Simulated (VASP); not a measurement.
Output of a VASP run:

### OSZICAR
```
       N       E                     dE             d eps       ncg     rms          rms(c)
DAV:   1     0.610943417706E+02    0.61094E+02   -0.96395E+03  1008   0.147E+03
DAV:   2    -0.386258349049E+02   -0.99720E+02   -0.90573E+02  1456   0.279E+02
DAV:   3    -0.421745545862E+02   -0.35487E+01   -0.35218E+01  1300   0.519E+01
DAV:   4    -0.422002584620E+02   -0.25704E-01   -0.25682E-01  1204   0.479E+00
DAV:   5    -0.422005592533E+02   -0.30079E-03   -0.30076E-03  1280   0.463E-01    0.114E+01
DAV:   6    -0.387224496436E+02    0.34781E+01   -0.83284E+00  1088   0.240E+01    0.506E+00
DAV:   7    -0.383508492500E+02    0.37160E+00   -0.55705E-01  1224   0.629E+00    0.295E+00
DAV:   8    -0.382551024808E+02    0.95747E-01   -0.21480E-01  1172   0.383E+00    0.304E-01
DAV:   9    -0.382534298561E+02    0.16726E-02   -0.65430E-03  1192   0.764E-01    0.169E-01
DAV:  10    -0.382533633726E+02    0.66484E-04   -0.28327E-04  1212   0.177E-01    0.209E-02
DAV:  11    -0.382533651883E+02   -0.18157E-05   -0.27343E-05  1184   0.457E-02    0.157E-02
DAV:  12    -0.382533644126E+02    0.77569E-06   -0.53495E-06  1160   0.202E-02
   1 F= -.34834671E+02 E0= -.34834671E+02  d E =-.348347E+02
```

File OUTCAR:
```
------------------------ aborting loop because EDIFF is reached ----------------------------------------
  FORCE on cell =-STRESS in cart. coord.  units (eV):
  Direction    XX          YY          ZZ          XY          YZ          ZX
  --------------------------------------------------------------------------------------
  Total        3.4368107      3.4368130      3.3959170      0.0000000     -0.0000000     -0.0000000
  in kB      201.0598696    201.0600041    198.6675150      0.0000000     -0.0000000     -0.0000000
  external PRESSURE =       0.2624629 kB  Pullay stress =     200.0000000 kB
  volume of cell :       27.39
      direct lattice vectors                 reciprocal lattice vectors
     1.230412891 -2.131138354  0.000000000     0.406367654 -0.234616396  0.000000000
     1.230412891  2.131138354  0.000000000     0.406367654  0.234616396  0.000000000
     0.000000000  0.000000000  5.222137247     0.000000000  0.000000000  0.191492478
  FREE ENERGIE OF THE ION-ELECTRON SYSTEM (eV)
  ---------------------------------------------------
  free  energy   TOTEN  =       -38.2533644126 eV

  energy  without entropy=      -38.2533644126  energy(sigma->0) =      -38.25336441
  enthalpy is  TOTEN    =       -34.8346705834 eV   P V=        3.4186938292

 reached required accuracy - stopping structural energy minimisation
```
(Selected blocks of OUTCAR.)

File POSCAR:
```
BN
1
    1.2304128906    -2.1311383536    -0.0000000000
    1.2304128906     2.1311383536     0.0000000000
   -0.0000000000     0.0000000000     5.2221372470
B N
2 2
Direct
  0.3333330000   0.6666670000   0.2500000000
  0.6666670000   0.3333330000   0.7500000000
  0.6666670000   0.3333330000   0.2500000000
  0.3333330000   0.6666670000   0.7500000000
```

Problem. Write an INCAR and KPOINTS that could have produced this output.

Solution. This is not unique; one that fits is the input of the run itself, LDA (Ceperley-Alder, Perdew-Zunger), plane waves, VASP's LDA PAW potentials (set 64).

### INCAR
```
SYSTEM=BN
PREC=Accurate; ENCUT=620; LREAL=.FALSE.
LASPH=.TRUE.
EDIFF=1E-6; NELM=100; ALGO=Normal
ISMEAR=0; SIGMA=0.05
IBRION=2; NSW=40; ISIF=3
EDIFFG=-0.02; PSTRESS=200
LWAVE=.FALSE.; LCHARG=.FALSE.
```

### KPOINTS
```
Automatic mesh
0
Gamma
10 10 4
0 0 0
```

POTCAR, in this order: B N (LDA.64 set). Program: vasp_std.

The compound is BN in the hex structure. It was relaxed first under an external pressure of 20 GPa.
